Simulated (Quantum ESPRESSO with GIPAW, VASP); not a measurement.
# Do plane-wave codes agree on the shieldings of SiO2 (Quartz)?

The same structure and functional (PBE) go through two programs with their own PAW files. All values are calculated, scalar-relativistic and without spin-orbit coupling, include the cores, and leave out the macroscopic shape term.

Space group P3_121 (No. 152); atoms are numbered in the order of the file.

```
Si O
1.0
     4.91580    0.00000    0.00000
    -2.45790    4.25721    0.00000
     0.00000    0.00000    5.40910
Si O
3 6
Direct
  0.46970 0.46970 0.00000
  0.00000 0.53030 0.66667
  0.53030 0.00000 0.33333
  0.85380 0.26800 0.45233
  0.73200 0.58580 0.78567
  0.41420 0.14620 0.11900
  0.26800 0.85380 0.54767
  0.58580 0.73200 0.21433
  0.14620 0.41420 0.88100
```

- VASP 6.6.1: LCHIMAG, datasets Si and O (PBE 64), 560 eV, mesh 5×5×4
- gipaw.x (a patched development version of Quantum ESPRESSO): pslibrary recipes Si n and O n, 55 Ry, mesh 3×3×3

**Question.** How far do the isotropic shieldings agree, site by site?

```tsv
site	like atoms	σ VASP (ppm)	σ gipaw.x (ppm)	span VASP	span gipaw.x
Si1	3	432.5	431.9	7.0	7.0
O4	6	208.7	210.1	76.4	75.8
```

VASP and gipaw.x, which both use linear response, differ by -1.4 ppm on O4 and by +0.5 ppm on Si1, the extremes here. VASP's shape term for a sphere would add 8.8 ppm to every site.

[Logs are printed without paths, hosts, clocks, repeated set-up lines and the standing remarks that a program may print on its own settings, such as how far it seeks lower states.]

[Hosts, paths, dates, database ids (printed as entryN), source tags and the programs' standing remarks are cut or masked in the printed files.]
